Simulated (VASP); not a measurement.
Method: PBEsol GGA, VASP's PBE PAW potentials (set 64) (plane waves; VASP).

Input for VASP

File POSCAR:
```
Nb4C3N
1
   -0.0000000000     2.2170189627     2.2170189627
    2.2170189627     0.0000000000     2.2170189627
    8.8737022241     8.8737022241    -0.0056263732
Nb N C
4 1 3
Direct
  0.0065395478   0.0065395478   0.9950953391
  0.9934604522   0.9934604522   0.2549046609
  0.0074903508   0.0074903508   0.4943822369
  0.9925096492   0.9925096492   0.7556177631
  0.5000000000   0.5000000000   0.1250000000
  0.5020255865   0.5020255865   0.3734808101
  0.5000000000   0.5000000000   0.6250000000
  0.4979744135   0.4979744135   0.8765191899
```

File KPOINTS:
```
Automatic mesh
0
Gamma
11 11 3
0 0 0
```

**INCAR**
```
# general
SYSTEM   =  Nb4C3N
PREC     =  Accurate
ENCUT    =  520
LREAL    =  .FALSE.
LASPH    =  .TRUE.

# electronic loop
EDIFF    =  1E-6
NELM     =  100
ALGO     =  Normal
LMAXMIX  =  4

# smearing
ISMEAR   =  1
SIGMA    =  0.1

# functional
GGA      =  PS

# ions
IBRION   =  2
NSW      =  60
ISIF     =  3
EDIFFG   =  -0.02

# output
LWAVE    =  .FALSE.
LCHARG   =  .FALSE.
```

POTCAR, in this order: Nb_sv N C (PBE.64 set). Program: vasp_std.

Output

File OSZICAR:
```
       N       E                     dE             d eps       ncg     rms          rms(c)
DAV:   1     0.856239649504E+03    0.85624E+03   -0.37694E+04  8364   0.176E+03
DAV:   2    -0.228142600910E+02   -0.87905E+03   -0.86464E+03 10037   0.712E+02
DAV:   3    -0.975291182523E+02   -0.74715E+02   -0.73934E+02 14232   0.163E+02
DAV:   4    -0.101784486541E+03   -0.42554E+01   -0.42211E+01 13728   0.344E+01
DAV:   5    -0.102041132083E+03   -0.25665E+00   -0.25501E+00 13552   0.839E+00    0.265E+01
DAV:   6    -0.878155005050E+02    0.14226E+02   -0.10288E+02 12144   0.467E+01    0.833E+00
DAV:   7    -0.876834202696E+02    0.13208E+00   -0.10837E+01 13568   0.170E+01    0.512E+00
DAV:   8    -0.875675285977E+02    0.11589E+00   -0.27383E+00 12312   0.944E+00    0.344E+00
DAV:   9    -0.875374929718E+02    0.30036E-01   -0.53776E-01 12384   0.400E+00    0.100E+00
DAV:  10    -0.875358160281E+02    0.16769E-02   -0.93337E-02 12736   0.175E+00    0.468E-01
DAV:  11    -0.875374251086E+02   -0.16091E-02   -0.15976E-02 11504   0.687E-01    0.252E-01
DAV:  12    -0.875368595049E+02    0.56560E-03   -0.38541E-03 12960   0.338E-01    0.837E-02
DAV:  13    -0.875368839461E+02   -0.24441E-04   -0.69740E-04 12920   0.139E-01    0.183E-02
DAV:  14    -0.875368888909E+02   -0.49448E-05   -0.54013E-05 13784   0.423E-02    0.896E-03
DAV:  15    -0.875368868418E+02    0.20491E-05   -0.45932E-06  8528   0.177E-02    0.695E-03
DAV:  16    -0.875368863075E+02    0.53425E-06   -0.11287E-06  6984   0.729E-03
   1 F= -.87536886E+02 E0= -.87536139E+02  d E =-.875369E+02
       N       E                     dE             d eps       ncg     rms          rms(c)
DAV:   1    -0.875314727486E+02    0.54141E-02   -0.19246E+00  9600   0.995E+00    0.333E-01
DAV:   2    -0.875423187909E+02   -0.10846E-01   -0.13062E-01 11200   0.243E+00    0.209E-01
DAV:   3    -0.875418295715E+02    0.48922E-03   -0.73109E-03 12785   0.557E-01    0.125E-01
DAV:   4    -0.875417089072E+02    0.12066E-03   -0.16865E-03 12448   0.263E-01    0.685E-02
DAV:   5    -0.875416473912E+02    0.61516E-04   -0.67693E-04 13872   0.175E-01    0.303E-02
DAV:   6    -0.875416459231E+02    0.14681E-05   -0.12144E-04 14600   0.688E-02    0.132E-02
DAV:   7    -0.875416474563E+02   -0.15332E-05   -0.10635E-05 11312   0.206E-02    0.596E-03
DAV:   8    -0.875416482680E+02   -0.81175E-06   -0.19145E-06  7336   0.963E-03
   2 F= -.87541648E+02 E0= -.87541121E+02  d E =-.476196E-02
       N       E                     dE             d eps       ncg     rms          rms(c)
DAV:   1    -0.875416256815E+02    0.21775E-04   -0.76704E-03  9766   0.625E-01    0.205E-02
DAV:   2    -0.875416679399E+02   -0.42258E-04   -0.51499E-04 11152   0.153E-01    0.129E-02
DAV:   3    -0.875416661351E+02    0.18048E-05   -0.26711E-05 12540   0.343E-02    0.740E-03
DAV:   4    -0.875416656266E+02    0.50845E-06   -0.34072E-06  8416   0.130E-02
   3 F= -.87541666E+02 E0= -.87541154E+02  d E =-.477932E-02
       N       E                     dE             d eps       ncg     rms          rms(c)
DAV:   1    -0.875412985993E+02    0.36754E-03   -0.14013E-01  9587   0.278E+00    0.788E-02
DAV:   2    -0.875420742758E+02   -0.77568E-03   -0.95316E-03 11090   0.682E-01    0.623E-02
DAV:   3    -0.875420456562E+02    0.28620E-04   -0.51720E-04 13186   0.156E-01    0.441E-02
DAV:   4    -0.875420307790E+02    0.14877E-04   -0.16045E-04 12632   0.823E-02    0.152E-02
DAV:   5    -0.875420294716E+02    0.13074E-05   -0.66007E-05 13542   0.461E-02    0.903E-03
DAV:   6    -0.875420284821E+02    0.98948E-06   -0.13653E-05 10560   0.237E-02    0.616E-03
DAV:   7    -0.875420280985E+02    0.38360E-06   -0.17566E-06  7260   0.965E-03
   4 F= -.87542028E+02 E0= -.87541614E+02  d E =-.362472E-03
```

OUTCAR:
```
------------------------ aborting loop because EDIFF is reached ----------------------------------------
  FORCE on cell =-STRESS in cart. coord.  units (eV):
  Direction    XX          YY          ZZ          XY          YZ          ZX
  --------------------------------------------------------------------------------------
  Total       -0.0825429     -0.0825429     -0.0825429     -0.0022639      0.0022639      0.0022639
  in kB       -1.5158530     -1.5158530     -1.5158530     -0.0415760      0.0415760      0.0415760
  external PRESSURE =      -1.5158530 kB  Pullay stress =       0.0000000 kB
  volume of cell :       87.24
      direct lattice vectors                 reciprocal lattice vectors
    -0.000000000  2.219418452  2.219418452    -0.225470281  0.225098200  0.225470281
     2.219418452 -0.000000000  2.219418452     0.225098200 -0.225470281  0.225470281
     8.863047583  8.863047583  0.014626223     0.056460591  0.056460591 -0.056460591
 POSITION                                       TOTAL-FORCE (eV/Angst)
 -----------------------------------------------------------------------------------
      8.83472      8.83472      0.04295        -0.000785     -0.000785      0.000785
      4.46351      4.46351      4.41417         0.000785      0.000785     -0.000785
      4.40783      4.40783      0.03101        -0.000471     -0.000471      0.000471
      8.89040      8.89040      4.42611         0.000471      0.000471     -0.000471
      2.21759      2.21759      2.22125         0.000000      0.000000     -0.000000
      4.42448      4.42448      2.23378         0.004573      0.004573     -0.004573
      6.64911      6.64911      2.22856        -0.000000      0.000000     -0.000000
      8.87375      8.87375      2.22334        -0.004573     -0.004573      0.004573
 -----------------------------------------------------------------------------------
    total drift:                                0.000000     -0.000000      0.000000
  FREE ENERGIE OF THE ION-ELECTRON SYSTEM (eV)
  ---------------------------------------------------
  free  energy   TOTEN  =       -87.5420280985 eV

  energy  without entropy=      -87.5407864998  energy(sigma->0) =      -87.54161423

 reached required accuracy - stopping structural energy minimisation
```
(Selected blocks of OUTCAR.)

CONTCAR:
```
Nb4C3N
   1.00000000000000
    -0.0000000000000292    2.2194184515073005    2.2194184515073587
     2.2194184515073005   -0.0000000000000292    2.2194184515073587
     8.8630475829661926    8.8630475829661926    0.0146262231630007
  Nb              N               C
     4     1     3
Direct
     0.0063971486842270    0.0063971486842270    0.9952021384368288
     0.9936028513157731    0.9936028513157731    0.2547978615631711
     0.0053518826412486    0.0053518826412486    0.4959860880190636
     0.9946481173587515    0.9946481173587515    0.7540139119809364
     0.5000000000000000    0.5000000000000000    0.1250000000000000
     0.5020044058825758    0.5020044058825758    0.3734966955630642
     0.5000000000000000    0.5000000000000000    0.6250000000000000
     0.4979955941174243    0.4979955941174243    0.8765033044369358
```

The structure was generated: Nb4C3N was put into an ordered model structure (R-3m), which need not be its known phase. This run relaxes it. Symmetry was kept, so distortions that lower it aren't found. The start is the result of an earlier pass. The electron count is odd and the run is not spin-polarised, which forces a metal.
